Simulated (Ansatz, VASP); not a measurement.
# Mo in two plane-wave programs, part 2 of 2

Wanted: the spread between two codes on one cell, functional and k mesh. The cell is taken from a series of runs on this material, whose earlier steps may have relaxed, scaled, displaced or heated it; both programs get it as it stands.

VASP 6.6.1 and Ansatz 0.2.0.

So far. Step 5 (VASP: single point, LDA, pair 2): The run ends at a pressure of 10.43 GPa.

**6. Ansatz: single point, LDA, pair 2**

Level of this step: Ansatz beside VASP: Kohn-Sham DFT, plane waves, LDA (Ansatz).

The same cell, functional (in two slightly different forms), mesh and smearing now go to Ansatz, which takes its cutoff from its data sets.

The cell is taken from a series of runs on this material, whose earlier steps may have relaxed, scaled, displaced or heated it; both programs get it as it stands.

input.yaml

```yaml
crystal:
  lattice:
    - [-1.540281498, 1.540281498, 1.540281498]
    - [1.540281498, -1.540281498, 1.540281498]
    - [1.540281498, 1.540281498, -1.540281498]
  atoms:
    - { symbol: Mo, position: [0.0, 0.0, 0.0] }
kpoints:
  mp_grid: { grid: [20, 20, 20] }
hamiltonian:
  xc: lda
  pseudopotentials: { kind: paw, azcp: { folder: soft_1 }, xc_functional: pbe }
scf:
  occupations: { method: methfessel_paxton, width: 0.2 }
  lower_state_search: "off"
output:
  forces: true
  stress: true
  eigenvalues: true
```

Started as:

```
$ ansatz run input.yaml --threads 8 --pin off --max-ram 16384MiB --backend cpu --events-out ev --progress --plain --runs-dir out
```

Numbers of over 12 decimals in the logs are rounded to 6 here.

Log:

```text
[...]
Crystal: 1 atoms, lattice volume = 14.617 Å³
Basis set: ecut = 420 eV, 321 PW (Γ)
Bands: 11, of which v1, the nominal top of the filled ones, is band 7 counted from 1 (6 counted from 0)
Symmetry: 48 space group operations
[...]
k-points: 256 of 8000
[...]
--- Band table (eV; the first three rows and the last of 256) ---
  k-point 0: bands = [... 3 lower, -11.8182, 15.0318, 20.9746, 20.9746, 20.9746, 24.2314, 24.2314, 37.2852]
  k-point 1: bands = [... 3 lower, -11.8187, 15.1524, 20.9047, 20.9641, 21.0891, 24.1230, 24.2326, 37.3804]
  k-point 2: bands = [... 3 lower, -11.8199, 15.4983, 20.7080, 20.9194, 21.4286, 23.8720, 24.2403, 37.6261]
  k-point 255: bands = [... 3 lower, -13.0044, 16.4939, 16.4939, 26.8842, 26.8842, 26.8842, 32.0601, 32.0601]
[key lines of the parts left out:]
SCF converged after 6 iterations
Free energy (F): -4842.875848 eV
Fermi energy:    22.518500 eV
P = ⅓ Tr σ = 9.4709 GPa (94.709 kbar)
```

The run ends at a pressure of 9.47 GPa.

**7. Differences**

Both answers:

```tsv
quantity	Ansatz	VASP	difference
pressure (GPa)	9.47	10.43	-0.96
```

**8. VASP: single point, LDA, pair 3**

With cell and atoms fixed, the geometry can't cause a difference; cores, projectors, grids and the points listed under the comparison can. The cell compared in this pair holds 15.52 Å³, against 14.62 Å³ for the pair before.

INCAR

```
SYSTEM = Mo
PREC = Accurate
ENCUT = 500
EDIFF = 1E-06
NELM = 120
ISMEAR = 1
SIGMA = 0.2
LREAL = .FALSE.
ALGO = Normal
GGA = PW92
NBANDS = 13
LASPH = .TRUE.
LORBIT = 11
LWAVE = .FALSE.
LCHARG = .FALSE.
ISIF = 2
GGA_COMPAT = .FALSE.
```

POSCAR

```
Mo
1.0
   -1.5714066817      1.5714066817      1.5714066817
    1.5714066817     -1.5714066817      1.5714066817
    1.5714066817      1.5714066817     -1.5714066817
Mo
1
Direct
    0.0000000000      0.0000000000      0.0000000000
```

KPOINTS

```
Automatic mesh
0
Gamma
20 20 20
0 0 0
```

The projector-augmented-wave data sets are Mo_sv (LDA family, release 64).

Started as:

```
$ mpirun -np 1 vasp_std
```

Log:

```text
[... set-up lines as in an earlier step ...]
 entering main loop
       N       E                     dE             d eps       ncg     rms          rms(c)
DAV:   1     0.933757056003E+02    0.93376E+02   -0.77403E+03  6709   0.108E+03
DAV:   2    -0.116323246577E+02   -0.10501E+03   -0.10099E+03  7371   0.316E+02
DAV:   3    -0.128501093936E+02   -0.12178E+01   -0.12145E+01  7541   0.349E+01
DAV:   4    -0.128531584084E+02   -0.30490E-02   -0.30489E-02  7356   0.205E+00
[...]
DAV:   9    -0.121151318644E+02    0.34977E-04   -0.14660E-04  7845   0.147E-01    0.727E-02
DAV:  10    -0.121151429506E+02   -0.11086E-04   -0.77072E-06  6986   0.317E-02    0.256E-03
DAV:  11    -0.121151429909E+02   -0.40231E-07   -0.45765E-08  3648   0.240E-03
   1 F= -.12115143E+02 E0= -.12115161E+02  d E =0.540439E-04
```

Parts of OUTCAR (step 8):

```text
  Total       -0.7102417     -0.7102417     -0.7102417      0.0000000      0.0000000     -0.0000000
  in kB      -73.3146875    -73.3146875    -73.3146875      0.0000000      0.0000000     -0.0000000
  external PRESSURE =     -73.3146875 kB  Pullay stress =       0.0000000 kB

 POSITION                                       TOTAL-FORCE (eV/Angst)
 -----------------------------------------------------------------------------------
      0.00000      0.00000      0.00000         0.000000      0.000000      0.000000
 -----------------------------------------------------------------------------------
    total drift:                                0.000000     -0.000000      0.000000

  FREE ENERGIE OF THE ION-ELECTRON SYSTEM (eV)
  ---------------------------------------------------
  free  energy   TOTEN  =       -12.1151429909 eV

  energy  without entropy=      -12.1151970348  energy(sigma->0) =      -12.11516101

[... 1 part as in an earlier step ...]

[... 2 further parts left out ...]
[key lines of the parts left out:]
E-fermi :  12.5985
```

The run ends at a pressure of -7.33 GPa.

**9. Ansatz: single point, LDA, pair 3**

The same cell, functional (in two slightly different forms), mesh and smearing now go to Ansatz, which takes its cutoff from its data sets.

The cell is taken from a series of runs on this material, whose earlier steps may have relaxed, scaled, displaced or heated it; both programs get it as it stands.

input.yaml, the sections that differ from step 6:

```yaml
crystal:
  lattice:
    - [-1.5714066817, 1.5714066817, 1.5714066817]
    - [1.5714066817, -1.5714066817, 1.5714066817]
    - [1.5714066817, 1.5714066817, -1.5714066817]
  atoms:
    - { symbol: Mo, position: [0.0, 0.0, 0.0] }
# kpoints, hamiltonian, scf, output: as in step 6
```

Started as:

```
$ ansatz run input.yaml --threads 8 --pin off --max-ram 16384MiB --backend cpu --events-out ev --progress --plain --runs-dir out
```

Log:

```text
[...]
Crystal: 1 atoms, lattice volume = 15.521 Å³
Basis set: ecut = 420 eV, 321 PW (Γ)
Bands: 11, of which v1, the nominal top of the filled ones, is band 7 counted from 1 (6 counted from 0)
Symmetry: 48 space group operations
[...]
k-points: 256 of 8000
[...]
--- Band table (eV; the first three rows and the last of 256) ---
  k-point 0: bands = [... 3 lower, -13.4734, 13.6961, 19.5781, 19.5781, 19.5781, 22.6013, 22.6013, 35.7008]
  k-point 1: bands = [... 3 lower, -13.4737, 13.8086, 19.5146, 19.5688, 19.6836, 22.5054, 22.6029, 35.7859]
  k-point 2: bands = [... 3 lower, -13.4745, 14.1328, 19.3355, 19.5283, 19.9967, 22.2810, 22.6113, 36.0018]
  k-point 255: bands = [... 3 lower, -14.4668, 15.4577, 15.4577, 25.0071, 25.0071, 25.0071, 30.0548, 30.0548]
[key lines of the parts left out:]
SCF converged after 6 iterations
Free energy (F): -4842.877100 eV
Fermi energy:    20.986188 eV
P = ⅓ Tr σ = -8.1396 GPa (-81.396 kbar)
```

The run ends at a pressure of -8.14 GPa.

**10. Differences**

Both answers:

```tsv
quantity	Ansatz	VASP	difference
pressure (GPa)	-8.14	-7.33	-0.81
```

**11. Summary of results**

```yaml
difference_in_pressure_single_point_lda_pair_1: -0.84 GPa
difference_in_pressure_single_point_lda_pair_2: -0.96 GPa
difference_in_pressure_single_point_lda_pair_3: -0.81 GPa
```

In words: The difference in pressure is -0.96 GPa (single point, LDA, pair 2), at about the 1 GPa picked in this series as the mark of a large difference. 1 further run of this series is not shown here. How closely two codes agree says nothing of how well the functional describes the real material.

[Lines on the potential files, build, host, timing and source positions are cut from VASP's logs without a mark.]

[Logs are printed without paths, hosts, clocks, repeated set-up lines and the standing remarks that a program may print on its own settings, such as how far it seeks lower states.]

[Hosts, paths, dates, database ids (printed as entryN), source tags and the programs' standing remarks are cut or masked in the printed files.]
